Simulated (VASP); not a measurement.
Data:

```xyz
5
Lattice="5.6751 0.0000 0.0000 0.0000 5.6751 0.0000 0.0000 0.0000 5.6751" Properties=species:S:1:pos:R:3 pbc="T T T"
Cs     0.0000     0.0000     0.0000
Pb     2.8375     2.8375     2.8375
Cl     2.8375     0.0000     2.8375
Cl     0.0000     2.8375     2.8375
Cl     2.8375     2.8375     0.0000
```

These are r2SCAN meta-GGA, VASP's PBE PAW potentials (set 64) (plane waves; VASP) values and carry that method's errors. Settings: 520 eV cut-off, 5×5×5 Γ-centred mesh, tetrahedra with Blöchl corrections, potentials Cs_sv Pb_d Cl.

The cores are frozen, which limits the accuracy of field gradients.

Problem. Give the principal components of the electric field gradient (V/Å²) and the asymmetry η at each nucleus.

Solution. 
| atom | Vxx | Vyy | Vzz | η |
|---|---|---|---|---|
| Cs1 | 0.0 | 0.0 | 0.0 | - |
| Pb2 | 0.0 | 0.0 | 0.0 | - |
| Cl3 | -39.4 | -39.4 | 78.7 | 0.00 |
| Cl4 | -39.4 | -39.4 | 78.7 | 0.00 |
| Cl5 | -39.4 | -39.4 | 78.7 | 0.00 |

The compound is CsPbCl3 in the cubic perovskite structure, the ideal cubic form; the compound distorts at low or room temperature. It was relaxed first.
